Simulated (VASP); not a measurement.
**Germanium: the relaxed cell at several levels of theory**

How much does the relaxed cell of Germanium depend on the functional? The starting structure is a measured crystal structure from the Crystallography Open Database.

Calculated with VASP 6.6.1; Kohn-Sham DFT with plane waves and PAW; PBEsol, r2SCAN, PBE and LDA.

**1. Set-up**

Symmetry: Fd-3m, No. 227, cubic system. The conventional cell has a = 5.658 Å, b = 5.658 Å, c = 5.658 Å, α = 90.00°, β = 90.00°, γ = 90.00°. Ge has 4 Ge at 2.45 Å nearest.

Structure file:

```cif
data_structure
_symmetry_space_group_name_H-M 'Fd-3m:1'
_symmetry_Int_Tables_number 227
_cell_length_a 5.6578
_cell_length_b 5.6578
_cell_length_c 5.6578
_cell_angle_alpha 90.000
_cell_angle_beta 90.000
_cell_angle_gamma 90.000
_cell_volume 181.11
loop_
_atom_site_label
_atom_site_type_symbol
_atom_site_symmetry_multiplicity
_atom_site_Wyckoff_symbol
_atom_site_fract_x
_atom_site_fract_y
_atom_site_fract_z
_atom_site_occupancy
Ge1 Ge 8 a 0.25000 0.25000 0.25000 1
```

**2. Relaxation with PBEsol**

PBEsol restores the gradient expansion of exchange and is tuned for the cells of solids. This run starts from the cell of an earlier relaxation, which isn't shown; the restart sets up the plane waves anew.

INCAR

```
SYSTEM = Ge
PREC = Accurate
ENCUT = 520
EDIFF = 1E-07
NELM = 100
ISMEAR = 0
SIGMA = 0.05
LREAL = .FALSE.
ALGO = Normal
GGA = PS
NBANDS = 20
LORBIT = 11
LWAVE = .FALSE.
LCHARG = .FALSE.
KPAR = 4
IBRION = 2
NSW = 50
ISIF = 3
EDIFFG = -0.005
LASPH = .TRUE.
```

POSCAR

```
Ge
1.0
    0.0000000000      2.8366538371      2.8366538371
    2.8366538371      0.0000000000      2.8366538371
    2.8366538371      2.8366538371      0.0000000000
Ge
2
Direct
    0.7500000000      0.7500000000      0.7500000000
    0.5000000000      0.5000000000      0.5000000000
```

KPOINTS

```
Automatic mesh
0
Gamma
14 14 14
0 0 0
```

Potentials, in the order of the species: Ge_d (PBE family, release 64).

On the command line:

```console
$ mpirun -np 4 vasp_std
```

The log of the run:

```text
[banner, memory and clock lines left out]
running    4 mpi-ranks, on    1 nodes
 distrk:  each k-point on    1 cores,    4 groups
 distr:  one band on    1 cores,    1 groups

 POSCAR found type information on POSCAR Ge
 POSCAR found :  1 types and       2 ions
|                                                                             |
|               ----> ADVICE to this user running VASP <----                  |
|                                                                             |
|     You enforced a specific xc type in the INCAR file but a different       |
|     [... a line on the potential file left out ...]
|     I HOPE YOU KNOW WHAT YOU ARE DOING!                                     |
|                                                                             |

 LDA part: xc-table for (Slater+PW92), standard interpolation
 POSCAR, INCAR and KPOINTS ok, starting setup
 FFT: planning ... GRIDC
 FFT: planning ... GRID_SOFT
 FFT: planning ... GRID
 WAVECAR not read
 entering main loop
       N       E                     dE             d eps       ncg     rms          rms(c)
DAV:   1     0.186421662716E+03    0.18642E+03   -0.14857E+04  4452   0.381E+03
DAV:   2     0.164326157847E+02   -0.16999E+03   -0.16544E+03  4180   0.601E+02
DAV:   3    -0.917198593810E+01   -0.25605E+02   -0.25417E+02  4724   0.147E+02
DAV:   4    -0.100091687701E+02   -0.83718E+00   -0.83666E+00  4664   0.312E+01
DAV:   5    -0.100230309343E+02   -0.13862E-01   -0.13862E-01  4716   0.440E+00    0.322E+00
DAV:   6    -0.992185023545E+01    0.10118E+00   -0.36396E-02  5508   0.239E+00    0.183E+00
DAV:   7    -0.987340565430E+01    0.48445E-01   -0.59587E-02  4420   0.253E+00    0.156E-01
DAV:   8    -0.987440941713E+01   -0.10038E-02   -0.68671E-03  4760   0.121E+00    0.507E-02
DAV:   9    -0.987450820266E+01   -0.98786E-04   -0.24291E-04  4776   0.226E-01    0.114E-02
DAV:  10    -0.987452377544E+01   -0.15573E-04   -0.21428E-05  5268   0.394E-02    0.537E-03
DAV:  11    -0.987452490386E+01   -0.11284E-05   -0.49711E-06  5624   0.361E-02    0.142E-03
DAV:  12    -0.987452449788E+01    0.40598E-06   -0.89963E-07  5520   0.188E-02    0.274E-04
DAV:  13    -0.987452447175E+01    0.26133E-07   -0.17175E-08  2848   0.141E-03
   1 F= -.98745245E+01 E0= -.98745087E+01  d E =-.987452E+01
 curvature:   0.00 expect dE= 0.000E+00 dE for cont linesearch  0.000E+00
 trial: gam= 0.00000 g(F)=  0.567E-47 g(S)=  0.606E-06 ort = 0.000E+00 (trialstep = 0.100E+01)
 search vector abs. value=  0.606E-06
 reached required accuracy - stopping structural energy minimisation
```

The job ended after 10 s (4 MPI ranks of Intel Xeon 6975P-C (Granite Rapids), shared host; peak memory 0.82 GiB; 40 s of CPU time).

Lines that name or quote the potential files are left out of all logs, and their timing lines are given in words.

From OUTCAR (step 2):

```text
ion  position               nearest neighbor table
   1  0.750  0.750  0.750-   2 2.46   2 2.46   2 2.46   2 2.46
   2  0.500  0.500  0.500-   1 2.46   1 2.46   1 2.46   1 2.46

  LATTYP: Found a face centered cubic cell.
 ALAT       =     5.6733076742

 Subroutine GETGRP returns: Found 48 space group operations
 (whereof 24 operations were pure point group operations)

The static configuration has the point symmetry T_d .
 The point group associated with its full space group is O_h .

 Found    104 irreducible k-points:

   k-points           NKPTS =    104   k-points in BZ     NKDIM =    104   number of bands    NBANDS=     20

   dimension x,y,z NGX =    30 NGY =   30 NGZ =   30
   dimension x,y,z NGXF=    60 NGYF=   60 NGZF=   60

   ENCUT  =  520.0 eV  38.22 Ry    6.18 a.u.   7.46  7.46  7.46*2*pi/ulx,y,z

   NELECT =      28.0000    total number of electrons

 k-points in reciprocal lattice and weights: Automatic mesh
   0.00000000  0.00000000  0.00000000       0.000
   0.07142857  0.00000000  0.00000000       0.003
   0.14285714  0.00000000  0.00000000       0.003
   0.21428571  0.00000000  0.00000000       0.003
   0.28571429  0.00000000  0.00000000       0.003
   0.35714286  0.00000000  0.00000000       0.003
   0.42857143  0.00000000  0.00000000       0.003
   0.50000000  0.00000000  0.00000000       0.001
   0.07142857  0.07142857  0.00000000       0.002
[...]
-0.28571429  0.42857143  0.21428571       0.009
  -0.28571429  0.50000000  0.21428571       0.004

 average (electrostatic) potential at core
       1 -74.2363       2 -74.2363

 E-fermi :   4.7957

 k-point     1 :       0.0000    0.0000    0.0000
  band No.  band energies     occupation
    ...
     11      -7.9525      2.00000
     12       4.7006      1.99286
     13       4.7815      1.31213
     14       4.7815      1.31196
     15       4.7815      1.31196
     16       7.3104      0.00000
     17       7.3104      0.00000
     18       7.3104      0.00000
     19      10.9816      0.00000
     20      14.2399      0.00000

 k-point     2 :       0.0714    0.0000    0.0000
  band No.  band energies     occupation
    ...
     10     -19.7089      2.00000
     11      -7.8905      2.00000
     12       3.4402      2.00000
     13       4.6560      1.99992
     14       4.6561      1.99992
     15       5.6120      0.00000
     16       7.4776      0.00000
     17       7.4776      0.00000
     18       7.5747      0.00000
     19      11.3311      0.00000
    ...

 k-point     3 :       0.1429    0.0000    0.0000
  band No.  band energies     occupation
    ...
     10     -19.7018      2.00000
     11      -7.7059      2.00000
     12       2.0517      2.00000
     13       4.3695      2.00000
     14       4.3695      2.00000
     15       5.7242      0.00000
     16       7.8602      0.00000
     17       7.8602      0.00000
     18       8.4763      0.00000
     19      12.1504      0.00000
    ...

  Total       -0.0028946     -0.0028946     -0.0028946      0.0000000      0.0000000     -0.0000000
  in kB       -0.1015893     -0.1015893     -0.1015893      0.0000000      0.0000000     -0.0000000
  external PRESSURE =      -0.1015893 kB  Pullay stress =       0.0000000 kB

  energy-cutoff  :      520.00
  volume of cell :       45.65
      direct lattice vectors                 reciprocal lattice vectors
     0.000000000  2.836653837  2.836653837    -0.176264017  0.176264017  0.176264017
     2.836653837  0.000000000  2.836653837     0.176264017 -0.176264017  0.176264017
     2.836653837  2.836653837  0.000000000     0.176264017  0.176264017 -0.176264017

 POSITION                                       TOTAL-FORCE (eV/Angst)
 -----------------------------------------------------------------------------------
      4.25498      4.25498      4.25498         0.000000      0.000000      0.000000
      2.83665      2.83665      2.83665        -0.000000     -0.000000     -0.000000
 -----------------------------------------------------------------------------------
    total drift:                                0.000000     -0.000000      0.000000

  FREE ENERGIE OF THE ION-ELECTRON SYSTEM (eV)
  ---------------------------------------------------
  free  energy   TOTEN  =        -9.8745244718 eV

  energy  without entropy=       -9.8744929292  energy(sigma->0) =       -9.87450870

 reached required accuracy - stopping structural energy minimisation

 total charge
# of ion       s       p       d       tot
------------------------------------------
    1        1.130   1.250  10.023  12.402
    2        1.130   1.250  10.023  12.402
--------------------------------------------------
tot          2.259   2.499  20.046  24.804

[... 3 further parts left out ...]
```

CONTCAR:

```
Ge
   1.00000000000000
     0.0000000000000000    2.8366538371000001    2.8366538371000001
     2.8366538371000001    0.0000000000000000    2.8366538371000001
     2.8366538371000001    2.8366538371000001    0.0000000000000000
  Ge
     2
Direct
     0.7500000000000000    0.7500000000000000    0.7500000000000000
     0.5000000000000000    0.5000000000000000    0.5000000000000000
```

The PAW data sets were made with PBE, which is usual practice but a small mismatch for other functionals. The run keeps the 48 symmetry operations of its start, so it cannot find a distortion of lower symmetry.

With PBEsol the relaxed cell holds 22.825 Å³ an atom, +0.82 % against the measured cell, with a = 5.673 Å.

**3. Relaxation with r2SCAN**

r2SCAN adds the kinetic-energy density, costs more than a GGA and is run with LASPH. This run starts from the cell of an earlier relaxation, which isn't shown; the restart sets up the plane waves anew.

Changes to INCAR since step 2:

```diff
@@ -9,3 +9,4 @@
 ALGO = Normal
-GGA = PS
+METAGGA = R2SCAN
+LASPH = .TRUE.
 NBANDS = 20
@@ -19,2 +20 @@
 EDIFFG = -0.005
-LASPH = .TRUE.
```

POSCAR

```
Ge
1.0
    0.0000000000      2.8376971246      2.8376971246
    2.8376971246      0.0000000000      2.8376971246
    2.8376971246      2.8376971246      0.0000000000
Ge
2
Direct
    0.7500000000      0.7500000000      0.7500000000
    0.5000000000      0.5000000000      0.5000000000
```

KPOINTS is that of step 2.

On the command line:

```console
$ mpirun -np 4 vasp_std
```

The log of the run:

```text
[banner, memory and clock lines left out]
running    4 mpi-ranks, on    1 nodes
[...]
[... a notice as in an earlier step ...]

 LDA part: xc-table for (None), standard interpolation
 POSCAR, INCAR and KPOINTS ok, starting setup
[...]
entering main loop
       N       E                     dE             d eps       ncg     rms          rms(c)
DAV:   1     0.169757790024E+03    0.16976E+03   -0.15434E+04  4496   0.392E+03
DAV:   2    -0.388359992771E+01   -0.17364E+03   -0.16882E+03  4164   0.618E+02
DAV:   3    -0.295797433602E+02   -0.25696E+02   -0.25500E+02  4728   0.150E+02
DAV:   4    -0.304251023792E+02   -0.84536E+00   -0.84486E+00  4668   0.318E+01
[...]
DAV:  15    -0.277450024846E+02    0.49371E-06   -0.82671E-08  2816   0.309E-03    0.154E-04
DAV:  16    -0.277450023682E+02    0.11641E-06   -0.20329E-08  2316   0.256E-03    0.143E-04
DAV:  17    -0.277450024582E+02   -0.90023E-07   -0.35401E-09  2312   0.977E-04
   1 F= -.27745002E+02 E0= -.27745002E+02  d E =-.277450E+02
[...]
reached required accuracy - stopping structural energy minimisation
```

Wall time 52 s (4 MPI ranks); peak memory 0.82 GiB.

OUTCAR, selected parts (step 3):

```text
  Total        0.0089594      0.0089594      0.0089594     -0.0000000      0.0000000      0.0000000
  in kB        0.3140959      0.3140959      0.3140959     -0.0000000      0.0000000      0.0000000
  external PRESSURE =       0.3140959 kB  Pullay stress =       0.0000000 kB

 POSITION                                       TOTAL-FORCE (eV/Angst)
 -----------------------------------------------------------------------------------
      4.25655      4.25655      4.25655         0.000000      0.000000      0.000000
      2.83770      2.83770      2.83770        -0.000000     -0.000000     -0.000000
 -----------------------------------------------------------------------------------
    total drift:                                0.000000     -0.000000     -0.000000

  FREE ENERGIE OF THE ION-ELECTRON SYSTEM (eV)
  ---------------------------------------------------
  free  energy   TOTEN  =       -27.7450024582 eV

  energy  without entropy=      -27.7450024564  energy(sigma->0) =      -27.74500246

[... 2 parts as in an earlier step ...]

[... 2 further parts left out ...]
[key lines of the parts left out:]
E-fermi :   4.8707
```

With r2SCAN the relaxed cell holds 22.851 Å³ an atom, +0.93 % against the measured cell, with a = 5.675 Å. That is +0.11 % from PBEsol.

**4. Relaxation with PBE**

PBE, the usual starting point, adds the gradient of the density. This run starts from the cell of an earlier relaxation, which isn't shown; the restart sets up the plane waves anew.

Changes to INCAR since step 3:

```diff
@@ -9,4 +9,3 @@
 ALGO = Normal
-METAGGA = R2SCAN
-LASPH = .TRUE.
+GGA = PE
 NBANDS = 20
@@ -20 +19,2 @@
 EDIFFG = -0.005
+LASPH = .TRUE.
```

POSCAR

```
Ge
1.0
    0.0000000000      2.8789727893      2.8789727893
    2.8789727893      0.0000000000      2.8789727893
    2.8789727893      2.8789727893      0.0000000000
Ge
2
Direct
    0.7500000000      0.7500000000      0.7500000000
    0.5000000000      0.5000000000      0.5000000000
```

KPOINTS is that of step 3.

On the command line:

```console
$ mpirun -np 4 vasp_std
```

The log of the run:

```text
[banner, memory and clock lines left out]
running    4 mpi-ranks, on    1 nodes
[...]
LDA part: xc-table for (Slater+PW92), standard interpolation
 POSCAR, INCAR and KPOINTS ok, starting setup
[...]
entering main loop
       N       E                     dE             d eps       ncg     rms          rms(c)
DAV:   1     0.187540838535E+03    0.18754E+03   -0.15043E+04  4388   0.377E+03
DAV:   2     0.173000397772E+02   -0.17024E+03   -0.16578E+03  4172   0.600E+02
DAV:   3    -0.825015399960E+01   -0.25550E+02   -0.25372E+02  4724   0.147E+02
DAV:   4    -0.909406394943E+01   -0.84391E+00   -0.84326E+00  4672   0.314E+01
[...]
DAV:  10    -0.903673124805E+01   -0.21740E-04   -0.40550E-05  4828   0.681E-02    0.580E-03
DAV:  11    -0.903673372200E+01   -0.24739E-05   -0.62522E-06  4676   0.373E-02    0.175E-03
DAV:  12    -0.903673368441E+01    0.37588E-07   -0.23745E-07  3956   0.792E-03
   1 F= -.90367337E+01 E0= -.90367012E+01  d E =-.903673E+01
[...]
reached required accuracy - stopping structural energy minimisation
```

The job ended after 10 s (4 MPI ranks; peak memory 0.83 GiB).

Parts of OUTCAR (step 4):

```text
  Total       -0.0051887     -0.0051887     -0.0051887     -0.0000000     -0.0000000     -0.0000000
  in kB       -0.1741909     -0.1741909     -0.1741909     -0.0000000     -0.0000000     -0.0000000
  external PRESSURE =      -0.1741909 kB  Pullay stress =       0.0000000 kB

 POSITION                                       TOTAL-FORCE (eV/Angst)
 -----------------------------------------------------------------------------------
      4.31846      4.31846      4.31846        -0.000000     -0.000000     -0.000000
      2.87897      2.87897      2.87897         0.000000      0.000000      0.000000
 -----------------------------------------------------------------------------------
    total drift:                                0.000000     -0.000000     -0.000000

  FREE ENERGIE OF THE ION-ELECTRON SYSTEM (eV)
  ---------------------------------------------------
  free  energy   TOTEN  =        -9.0367336844 eV

  energy  without entropy=       -9.0366686495  energy(sigma->0) =       -9.03670117

[... 2 parts as in an earlier step ...]

[... 2 further parts left out ...]
[key lines of the parts left out:]
E-fermi :   4.4865
```

With PBE the relaxed cell holds 23.862 Å³ an atom, +5.40 % against the measured cell, with a = 5.758 Å. That is +4.54 % from PBEsol.

**5. Relaxation with LDA**

LDA, the lowest rung, knows the local density alone. This run starts from the cell of an earlier relaxation, which isn't shown; the restart sets up the plane waves anew.

Changes to INCAR since step 4:

```diff
@@ -9,3 +9,3 @@
 ALGO = Normal
-GGA = PE
+GGA = CA
 NBANDS = 20
```

POSCAR

```
Ge
1.0
    0.0000000000      2.8124818269      2.8124818269
    2.8124818269      0.0000000000      2.8124818269
    2.8124818269      2.8124818269      0.0000000000
Ge
2
Direct
    0.7500000000      0.7500000000      0.7500000000
    0.5000000000      0.5000000000      0.5000000000
```

KPOINTS is that of step 4.

PAW data sets: Ge_d (LDA family, release 64).

On the command line:

```console
$ mpirun -np 4 vasp_std
```

The log of the run:

```text
[banner, memory and clock lines left out]
running    4 mpi-ranks, on    1 nodes
[...]
LDA part: xc-table for (Slater(with rela. corr.)+CA(PZ))
 , standard interpolation
 POSCAR, INCAR and KPOINTS ok, starting setup
[...]
entering main loop
       N       E                     dE             d eps       ncg     rms          rms(c)
DAV:   1     0.186453531907E+03    0.18645E+03   -0.14997E+04  4516   0.380E+03
DAV:   2     0.152859728016E+02   -0.17117E+03   -0.16695E+03  4164   0.604E+02
DAV:   3    -0.975926289639E+01   -0.25045E+02   -0.24867E+02  4652   0.146E+02
DAV:   4    -0.105607372659E+02   -0.80147E+00   -0.80090E+00  4660   0.307E+01
[...]
DAV:  10    -0.103919005099E+02    0.34958E-05   -0.94040E-06  5552   0.462E-02    0.423E-03
DAV:  11    -0.103919004035E+02    0.10641E-06   -0.99438E-07  4460   0.829E-03    0.180E-03
DAV:  12    -0.103919004048E+02   -0.13006E-08   -0.63509E-08  3208   0.390E-03
   1 F= -.10391900E+02 E0= -.10391883E+02  d E =-.103919E+02
[...]
reached required accuracy - stopping structural energy minimisation
```

Wall time 9 s (4 MPI ranks); peak memory 0.73 GiB.

OUTCAR, selected parts (step 5):

```text
  Total       -0.0007705     -0.0007705     -0.0007705      0.0000000      0.0000000      0.0000000
  in kB       -0.0277449     -0.0277449     -0.0277449      0.0000000      0.0000000      0.0000000
  external PRESSURE =      -0.0277449 kB  Pullay stress =       0.0000000 kB

 POSITION                                       TOTAL-FORCE (eV/Angst)
 -----------------------------------------------------------------------------------
      4.21872      4.21872      4.21872        -0.000000     -0.000000     -0.000000
      2.81248      2.81248      2.81248         0.000000      0.000000      0.000000
 -----------------------------------------------------------------------------------
    total drift:                                0.000000     -0.000000     -0.000000

  FREE ENERGIE OF THE ION-ELECTRON SYSTEM (eV)
  ---------------------------------------------------
  free  energy   TOTEN  =       -10.3919004048 eV

  energy  without entropy=      -10.3918665661  energy(sigma->0) =      -10.39188349

[... 2 parts as in an earlier step ...]

[... 2 further parts left out ...]
[key lines of the parts left out:]
E-fermi :   4.9227
```

With LDA the relaxed cell holds 22.247 Å³ an atom, -1.73 % against the measured cell, with a = 5.625 Å. That is -2.53 % from PBEsol.

**6. The runs compared**

| level | volume (Å³/atom) | against the measured cell (%) | a (Å) | pressure left (GPa) | core minutes |
| --- | --- | --- | --- | --- | --- |
| PBEsol | 22.825 | 0.82 | 5.6733 | -0.01 | 2.23 |
| r2SCAN | 22.851 | 0.93 | 5.6754 | 0.03 | 10.6 |
| PBE | 23.862 | 5.4 | 5.7579 | -0.02 | 3.21 |
| LDA | 22.247 | -1.73 | 5.625 | 0.0 | 2.53 |

Core minutes are wall time times ranks, summed over the relaxations behind a row (those for a bulk modulus apart), on shared hosts.

**7. What came out**

| Item | Value |
| --- | --- |
| volume, PBEsol | 22.83 Å³/atom |
| volume, r2SCAN | 22.85 Å³/atom |
| volume, PBE | 23.86 Å³/atom |
| volume, LDA | 22.25 Å³/atom |

What this shows: Across 4 levels the volume of Germanium spans 7.3 %, from 22.25 Å³ an atom (LDA) to 23.86 Å³ (PBE). Against the measured volume of the starting structure, PBEsol comes nearest (+0.8 %) and PBE lies farthest (+5.4 %). The measured cell holds zero-point expansion and, unless it was taken cold, thermal expansion, which the runs lack, so small differences decide nothing. All runs keep the symmetry of the start, so they can't find a distortion of lower symmetry. Further runs on this material are not shown.

[Lines on the potential files, build, host, timing and source positions are cut from VASP's logs without a mark.]

[Logs are printed without paths, hosts, clocks, repeated set-up lines and the standing remarks that a program may print on its own settings, such as how far it seeks lower states.]

[Hosts, paths, dates, database ids (printed as entryN), source tags and the programs' standing remarks are cut or masked in the printed files.]
